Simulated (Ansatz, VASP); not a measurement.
## Rb3Ba: VASP beside Ansatz

```
CELL_PARAMETERS angstrom
0.00000 5.58700 5.58700
5.58700 0.00000 5.58700
5.58700 5.58700 0.00000
ATOMIC_POSITIONS crystal
Ba 0.00000 0.00000 0.00000
Rb 0.50000 0.50000 0.50000
Rb 0.75000 0.75000 0.75000
Rb 0.25000 0.25000 0.25000
```

Change from the starting cell: volume scaled by 1.04.

Alike in both runs: task single point; functional PBE; k mesh 4 × 4 × 4; occupations fermi-dirac, width 0.05 eV; no spin polarisation.

|  | VASP | Ansatz |
| --- | --- | --- |
| version | VASP 6.6.1 | Ansatz 0.2.0 |
| potentials or method | VASP PAW PBE potentials, release 64 (Ba_sv, Rb_sv) | Ansatz PAW |
| plane-wave cutoff (eV) | 520 | 420 |
| valence electrons in the cell | 37 | 37 |

```csv
,VASP,Ansatz,Ansatz less VASP
gap on the k mesh at the Fermi level (eV),none,none,-
pressure (GPa),-0.1,-0.1,0.00
```

A gap of «none» marks a metal or a gap that the smearing closes. With one functional, cell and mesh, what is left measures potentials, basis and numerics.

Spin-orbit coupling is left out, which matters for the levels of Ba.
